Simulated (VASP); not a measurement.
OSZICAR of a VASP run on La₂O₃ (atoms displaced from the space group 164 structure):

File OSZICAR:
```
       N       E                     dE             d eps       ncg     rms          rms(c)
DAV:   1     0.440148552226E+03    0.44015E+03   -0.13334E+04  4816   0.206E+03
DAV:   2     0.798186487892E+02   -0.36033E+03   -0.35556E+03  6960   0.393E+02
DAV:   3    -0.314448167223E+02   -0.11126E+03   -0.10900E+03  8888   0.200E+02
DAV:   4    -0.477301645852E+02   -0.16285E+02   -0.16278E+02  8312   0.850E+01
DAV:   5    -0.486831196528E+02   -0.95296E+00   -0.95265E+00  9152   0.245E+01    0.138E+01
DAV:   6    -0.438048223361E+02    0.48783E+01   -0.43262E+01  7360   0.398E+01    0.743E+00
DAV:   7    -0.436982593784E+02    0.10656E+00   -0.46174E+00  8944   0.225E+01    0.351E+00
DAV:   8    -0.436462610622E+02    0.51998E-01   -0.47501E-01  8320   0.599E+00    0.115E+00
DAV:   9    -0.436381100093E+02    0.81511E-02   -0.73633E-02  8744   0.221E+00    0.355E-01
DAV:  10    -0.436396960074E+02   -0.15860E-02   -0.27108E-02  7664   0.118E+00    0.176E-01
DAV:  11    -0.436403304508E+02   -0.63444E-03   -0.91585E-03  8488   0.750E-01    0.126E-01
DAV:  12    -0.436403170158E+02    0.13435E-04   -0.20788E-03  7960   0.319E-01    0.517E-02
DAV:  13    -0.436403456204E+02   -0.28605E-04   -0.84562E-04  8344   0.204E-01    0.205E-02
DAV:  14    -0.436403481798E+02   -0.25594E-05   -0.76779E-05  8896   0.853E-02    0.770E-03
DAV:  15    -0.436403493824E+02   -0.12025E-05   -0.66808E-06  7688   0.215E-02    0.589E-03
DAV:  16    -0.436403491746E+02    0.20771E-06   -0.23215E-06  5248   0.151E-02
   1 F= -.43640349E+02 E0= -.43640349E+02  d E =-.781112E-10
```

Task: Which electronic solver shows in the log?

Result: It is blocked Davidson (ALGO = Normal, or the opening steps of other solvers). The INCAR had ALGO = Normal.

Task: Can the final energy be trusted as converged?

Result: The calculation finished and met its thresholds. It stopped with EDIFF = 1E-6, NELM = 100 (PBEsol GGA, plane waves, VASP's PBE PAW potentials (set 64)).

The structure is a typed La2O3 crystal. The cell was not relaxed at this level, atoms are displaced from their ideal sites.
